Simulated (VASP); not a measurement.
Data:

```
CELL_PARAMETERS angstrom
      6.05138    -1.67534    -0.32433
      6.05138     1.67534    -0.32433
     -1.62542     0.00000     7.34612
ATOMIC_POSITIONS crystal
  Mg 0.37871 0.37871 0.26588
  Mg 0.06099 0.06099 0.61540
  Sn 0.99771 0.99771 0.01143
  Sn 0.66224 0.66224 0.34458
  Sn 0.34651 0.34651 0.65750
  Sn 0.72050 0.72050 0.93854
```

All values below come from PBEsol GGA, VASP's PBE PAW potentials (set 64) (plane waves; VASP 6.6.1). Run with 400 eV cut-off, 11×11×5 Γ-centred mesh, tetrahedra with Blöchl corrections, potentials Mg Sn_d.

The cores are frozen, which limits the accuracy of field gradients.

### Question
Give the principal components of the electric field gradient (V/Å²) and the asymmetry η at each nucleus.

### Answer

```
atom   Vxx   Vyy     Vzz     η
----  ----  ----  ------  ----
Mg1    2.0   1.9    -3.8  0.02
Mg2   -0.9  -0.5     1.5  0.28
Sn3   39.9  20.2   -60.1  0.33
Sn4   47.3  42.7   -90.0  0.05
Sn5   55.7  27.7   -83.5  0.34
Sn6   86.5  19.0  -105.5  0.64
```

The structure comes from a computed database's MgSn2 entry (Cm); how it stands against other phases isn't given here. It was relaxed first, which changed the volume by -6 %.
